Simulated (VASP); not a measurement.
# Ba2W (P-3m1) in VASP: a series of runs

One crystal, Ba2W, is run at these levels: PBE; tasks: single point.

All numbers are computed with VASP 6.6.1; they aren't measurements. Logs are shortened: lines on timing, memory, paths and dates and some standing lists are left out, and cuts for length are marked.

## Step 1: The crystal as given

Symmetry: P-3m1, No. 164, trigonal system. The conventional cell has a = 3.520 Å, b = 3.520 Å, c = 9.265 Å, α = 90.00°, β = 90.00°, γ = 120.00°. Ba (site symmetry 3m) has 3 W at 3.25 Å and 6 Ba at 3.52 Å as nearest neighbours. Around W (site symmetry -3m) lie 6 Ba at 3.25 Å and 6 W at 3.52 Å.

The cell was built by a generator and needn't be a form met in nature.

## Step 2: Single point, PBE

INCAR

```
SYSTEM = Ba2W
PREC     = Accurate       ! precision mode
ENCUT    = 520            ! plane-wave cutoff, eV
EDIFF    = 1E-6           ! SCF threshold, eV
ISMEAR   = 0              ! smearing method
SIGMA    = 0.1            ! smearing width, eV
LREAL    = .FALSE.        ! projectors in reciprocal space
LASPH    = .TRUE.         ! aspherical terms in the spheres
NELM     = 60             ! most SCF steps
ALGO     = Fast           ! electronic algorithm
ISIF     = 2              ! what is computed and relaxed
LWAVE    = .FALSE.        ! write WAVECAR
LCHARG   = .TRUE.         ! write CHGCAR
GGA      = PE             ! functional
LELF     = .TRUE.         ! ELF
LVHAR    = .TRUE.       
NBANDS   = 24             ! bands
```

KPOINTS

```
regular mesh
0
G
  15 15 6
  0 0 0
```

POSCAR

```
Ba2W
1.0
    3.5201717802      0.0000000000      0.0000000000
   -1.7600858901      3.0485581874      0.0000000000
    0.0000000000      0.0000000000      9.2645498463
Ba W
2 1
Direct
    0.3333333333      0.6666666667      0.2732683769
    0.6666666667      0.3333333333      0.7267316231
    0.0000000000      0.0000000000      0.0000000000
```

Potentials or basis: VASP PAW PBE potentials, release 64 (Ba_sv, W_sv).

Command:

```console
cat potpaw_PBE.64/Ba_sv/POTCAR potpaw_PBE.64/W_sv/POTCAR > POTCAR
mpirun -np 1 vasp_std > vasp.out
```

OUTCAR:

```text
SYSTEM = Ba2W
   PREC = Accurate
   ENCUT = 520
   EDIFF = 1E-6
   ISMEAR = 0
   LREAL = .FALSE.
   LASPH = .TRUE.
   NELM = 60
   ISIF = 2
   GGA = PE

 ion  position               nearest neighbor table
   1  0.333  0.667  0.273-   3 3.25   3 3.25   3 3.25   2 4.67   2 4.67   2 4.67
   2  0.667  0.333  0.727-   3 3.25   3 3.25   3 3.25   1 4.67   1 4.67   1 4.67
   3  0.000  0.000  0.000-   1 3.25   2 3.25   2 3.25   1 3.25   2 3.25   1 3.25

  LATTYP: Found a hexagonal cell.
 ALAT       =     3.5201717802
 C/A-ratio  =     2.6318459509

  Lattice vectors:

 A1 = (   3.5201717802,   0.0000000000,   0.0000000000)
 A2 = (  -1.7600858901,   3.0485581874,   0.0000000000)
 A3 = (   0.0000000000,   0.0000000000,   9.2645498463)

Analysis of symmetry for initial positions (statically):
=====================================================================
 Subroutine PRICEL returns:
 Original cell was already a primitive cell.

 Routine SETGRP: Setting up the symmetry group for a
 hexagonal supercell.

 Subroutine GETGRP returns: Found 12 space group operations
 (whereof 12 operations were pure point group operations)
 out of a pool of 24 trial point group operations.

The static configuration has the point symmetry D_3d.

Analysis of symmetry for dynamics (positions and initial velocities):
=====================================================================
 Subroutine PRICEL returns:
 Original cell was already a primitive cell.

 Routine SETGRP: Setting up the symmetry group for a
 hexagonal supercell.

 Subroutine GETGRP returns: Found 12 space group operations
 (whereof 12 operations were pure point group operations)
 out of a pool of 24 trial point group operations.

The dynamic configuration has the point symmetry D_3d.

 Subroutine INISYM returns: Found 12 space group operations
 (whereof 12 operations are pure point group operations),
 and found     1 'primitive' translations

----------------------------------------------------------------------------------------

                                     Primitive cell

  volume of cell :      99.4220

  direct lattice vectors                    reciprocal lattice vectors
     3.520171780  0.000000000  0.000000000     0.284077046  0.164011959  0.000000000
[... 80 lines left out ...]
   ISTART =      0    job   : 0-new  1-cont  2-samecut
   ICHARG =      2    charge: 1-file 2-atom 10-const
   ISPIN  =      1    spin polarized calculation?
   LNONCOLLINEAR =      F non collinear calculations
   LSORBIT =      F    spin-orbit coupling
   LASPH  =      T    aspherical Exc in radial PAW
   ENCUT  =  520.0 eV  38.22 Ry    6.18 a.u.   6.55  6.55 17.23*2*pi/ulx,y,z
   NELM   =     60;   NELMIN=  2; NELMDL= -5     # of ELM steps
   EDIFF  = 0.1E-05   stopping-criterion for ELM
   LREAL  =      F    real-space projection
   EDIFFG = 0.1E-04   stopping-criterion for IOM
   NSW    =      0    number of steps for IOM
   IBRION =     -1    ionic relax: 0-MD 1-quasi-New 2-CG
   NFREE  =      0    steps in history (QN), initial steepest desc. (CG)
   ISIF   =      2    stress and relaxation
   ISYM   =      2    0-nonsym 1-usesym 2-fastsym
   POTIM  = 0.5000    time-step for ionic-motion
   TEBEG  =    0.0;   TEEND  =   0.0 temperature during run
   PSTRESS=    0.0 pullay stress
   NELECT =      34.0000    total number of electrons
   NUPDOWN=      -1.0000    fix difference up-down
   EMIN   =  10.00;   EMAX   =-10.00  energy-range for DOS
   EFERMI =   0.00;   METHOD = LEGACY
   ISMEAR =     0;   SIGMA  =   0.10  broadening in eV -4-tet -1-fermi 0-gaus
   EFERMI_NEDOS =   21; number of points for ismear=-14 and -15
   IALGO  =     68    algorithm
   IMIX   =      4    mixing-type and parameters
     AMIX     =   0.40;   BMIX     =  1.00
     AMIX_MAG =   1.60;   BMIX_MAG =  1.00
  volume/ion in A,a.u.               =      33.14       223.64
  Fermi-wavevector in a.u.,A,eV,Ry     =   1.144828  2.163411 17.832220  1.310631
  Thomas-Fermi vector in A             =   2.281519
   LORBIT       =      0    0 simple, 1 ext, 2 COOP (PROOUT), +10 PAW based schemes
   GGA     = PE    functional components
   LHFCALC =     F    Hartree Fock is set to
   AEXX    =    0.0000 exact exchange contribution
   IVDW    =     0    specifies the selected vdW correction
   LEPSILON=     F    determine dielectric tensor
   LRPA    =     F    only Hartree local field effects (RPA)
 non-spin polarized calculation
 RMM-DIIS sequential band-by-band and
 Gauss-broadening in eV      SIGMA  =   0.10
  energy-cutoff  :      520.00
  volume of cell :       99.42
 maximum number of plane-waves:      2759
 NGX is ok and might be reduce to    28
   NGX = 13   NGY = 13   NGZ = 35

 number of electron      33.9999997 magnetization

 Free energy of the ion-electron system (eV)
  ---------------------------------------------------
  ext. energy  EPLUGINS =         0.00000000
  ---------------------------------------------------
  free energy    TOTEN  =       -12.35222918 eV

  energy without entropy =      -12.33033856  energy(sigma->0) =      -12.34128387

 E-fermi :   4.3190     XC(G=0):  -9.6576

 val. band max:        4.3188130089   @ k =   0.4000   0.0667   0.1667
 cond. band min:       4.3209792899   @ k =   0.0000   0.2667   0.1667
 fundamental gap:      0.0021662810
 Fermi energy:         4.3189776529

 k-point     1 :       0.0000    0.0000    0.0000
  band No.  band energies     occupation
      1     -69.7131      2.00000
      2     -33.8364      2.00000
      3     -33.8364      2.00000
      4     -33.7990      2.00000
      5     -24.0383      2.00000
      6     -24.0133      2.00000
[... 637 lines left out ...]
     23       7.1610      0.00000
     24       7.4370      0.00000

 [... further k-points ...]
[... 5 lines left out ...]
  --------------------------------------------------------------------------------------
  -------------------------------------------------------------------------------------
  Total        0.7031476      0.7031476      0.8170327      0.0000000      0.0000000     -0.0000000
  in kB       11.3311603     11.3311603     13.1664096      0.0000000      0.0000000     -0.0000000
  external PRESSURE =      11.9429101 kB  Pullay stress =       0.0000000 kB

 VOLUME and BASIS-vectors are now :
 -----------------------------------------------------------------------------
  energy-cutoff  :      520.00
  volume of cell :       99.42
      direct lattice vectors                 reciprocal lattice vectors
     3.520171780  0.000000000  0.000000000     0.284077046  0.164011959  0.000000000
    -1.760085890  3.048558187  0.000000000     0.000000000  0.328023918  0.000000000
     0.000000000  0.000000000  9.264549846     0.000000000  0.000000000  0.107938326

 POSITION                                       TOTAL-FORCE (eV/Angst)
 -----------------------------------------------------------------------------------
     -0.00000      2.03237      2.53171        -0.000000      0.000000      0.157724
      1.76009      1.01619      6.73284         0.000000      0.000000     -0.157724
      0.00000      0.00000      0.00000        -0.000000      0.000000      0.000000
 -----------------------------------------------------------------------------------
    total drift:                               -0.000000     -0.000000      0.000000

  FREE ENERGIE OF THE ION-ELECTRON SYSTEM (eV)
  ---------------------------------------------------
  free  energy   TOTEN  =       -12.3522291786 eV

  energy  without entropy=      -12.3303385624  energy(sigma->0) =      -12.34128387
```

OSZICAR:

```text
N       E                     dE             d eps       ncg     rms          rms(c)
DAV:   1     0.287387715119E+03    0.28739E+03   -0.16071E+04  7024   0.133E+03
DAV:   2     0.192563560059E+01   -0.28546E+03   -0.27742E+03  9016   0.339E+02
DAV:   3    -0.133981660016E+02   -0.15324E+02   -0.14886E+02 10488   0.718E+01
[... 15 lines left out ...]
RMM:  19    -0.123522226648E+02   -0.30671E-05   -0.32324E-05  6556   0.959E-03    0.346E-03
RMM:  20    -0.123522253933E+02   -0.27285E-05   -0.28505E-05  6219   0.784E-03    0.308E-03
RMM:  21    -0.123522268808E+02   -0.14875E-05   -0.15565E-05  5855   0.653E-03    0.267E-03
RMM:  22    -0.123522282814E+02   -0.14006E-05   -0.15185E-05  5977   0.672E-03    0.488E-03
RMM:  23    -0.123522291786E+02   -0.89716E-06   -0.86713E-06  6312   0.921E-03
   1 F= -.12352229E+02 E0= -.12341284E+02  d E =-.218906E-01
```

stdout:

```text
POSCAR found type information on POSCAR BaW
 POSCAR found :  2 types and       3 ions
 scaLAPACK will be used
 LDA part: xc-table for (Slater+PW92), standard interpolation
 POSCAR, INCAR and KPOINTS ok, starting setup
 FFT: planning ... GRIDC
 FFT: planning ... GRID_SOFT
 FFT: planning ... GRID
 WAVECAR not read
 entering main loop
WARNING in EDDRMM: call to ZHEGV failed, returncode =   8  4     14
WARNING in EDDRMM: call to ZHEGV failed, returncode =   6  3     17
WARNING in EDDRMM: call to ZHEGV failed, returncode =   6  3     18
WARNING in EDDRMM: call to ZHEGV failed, returncode =   8  4     15
```

Run time: 5.9 min. Hardware: 1 thread of Intel Xeon Platinum 8559C (Emerald Rapids), shared host; peak memory 0.47 GiB.

Results:

| Property | Result |
| --- | --- |
| Free energy | -12.3522 eV |
| Pressure | 1.2 GPa |
| Largest force | 0.158 eV/Å |
| Band gap on the k mesh | none (metal or under the smearing width) |

Forces in eV/Å, atoms in the order of the input:
```
Ba   0.000  0.000  0.158
Ba   0.000  0.000 -0.158
W    0.000  0.000  0.000
```

Levels at points of the mesh, in eV from the Fermi level:
| k point | band 13 | band 14 | band 15 | band 16 | band 17 | band 18 | band 19 | band 20 | band 21 | band 22 |
| --- | --- | --- | --- | --- | --- | --- | --- | --- | --- | --- |
| (0.00, 0.00, 0.00) | -4.58 | -1.98 | -0.98 | -0.25 | -0.25 | 0.04 | 0.33 | 0.33 | 1.28 | 2.58 |
| (0.00, 0.00, 0.50) | -4.33 | -1.92 | -1.72 | -0.25 | -0.25 | 0.20 | 0.34 | 0.34 | 1.14 | 2.70 |

Spin-orbit coupling is left out, which matters for the levels of Ba, W.

## Step 3: Single point, PBE

This run uses another cell than the first one, of 47.75 Å³/atom, 1.441 times its volume.

INCAR

```
PREC     = Accurate       # precision mode
ENCUT    = 520            # plane-wave cutoff, eV
EDIFF    = 1E-7           # SCF threshold, eV
ISMEAR   = 0              # smearing method
SIGMA    = 0.1            # smearing width, eV
LREAL    = False          # projectors in reciprocal space
LASPH    = True           # aspherical terms in the spheres
NELM     = 100            # most SCF steps
ALGO     = Fast           # electronic algorithm
ISIF     = 2              # what is computed and relaxed
LWAVE    = False          # write WAVECAR
LCHARG   = False          # write CHGCAR
GGA      = PE             # functional
NBANDS   = 24             # bands
```

KPOINTS

```
regular mesh
0
Gamma
  6 6 2
```

POSCAR

```
Ba2W
1.0
    4.2171917600      0.0000000000      0.0000000000
   -2.1085958800      3.6521952000      0.0000000000
    0.0000000000      0.0000000000      9.2998372900
Ba W
2 1
Direct
    0.3333333300      0.6666666700      0.2962123700
    0.6666666700      0.3333333300      0.7037876300
    0.0000000000      0.0000000000      0.0000000000
```

Potentials or basis: VASP PAW PBE potentials, release 64 (Ba_sv, W_sv).

Command:

```console
cat potpaw_PBE.64/Ba_sv/POTCAR potpaw_PBE.64/W_sv/POTCAR > POTCAR
mpirun -np 1 vasp_std > vasp.out
```

Wall time 54 s (1 thread of Intel Xeon 6975P-C (Granite Rapids), shared host); peak memory 0.26 GiB.

It converged, with:

```
Free energy            : -11.2137 eV
Pressure               : -5.0 GPa
Largest force          : 1.236 eV/Å
Band gap on the k mesh : none (metal or under the smearing width)
```

Forces in eV/Å, atoms in the order of the input:
```
Ba   0.000  0.000 -1.236
Ba   0.000  0.000  1.236
W    0.000  0.000  0.000
```

Stress tensor (GPa, compression positive):
```
-4.76  0.00  0.00
 0.00 -4.76  0.00
 0.00  0.00 -5.38
```

Levels at points of the mesh, in eV from the Fermi level:
```
           k point  band 14  band 15  band 16  band 17  band 18  band 19  band 20  band 21
(0.00, 0.00, 0.00)    -1.55    -1.19    -0.10    -0.10    -0.02     0.15     0.15     1.86
(0.50, 0.00, 0.00)    -1.11    -0.76    -0.64     0.04     0.36     0.46     0.94     1.06
(0.00, 0.00, 0.50)    -2.22    -1.21    -0.10    -0.10     0.16     0.16     0.90     1.09
(0.50, 0.00, 0.50)    -1.04    -0.68    -0.58    -0.01     0.00     0.91     0.94     1.07
```

Caveat: forces of over 1 eV/Å show positions far from the minimum, so gaps and moduli don't describe the material at rest.
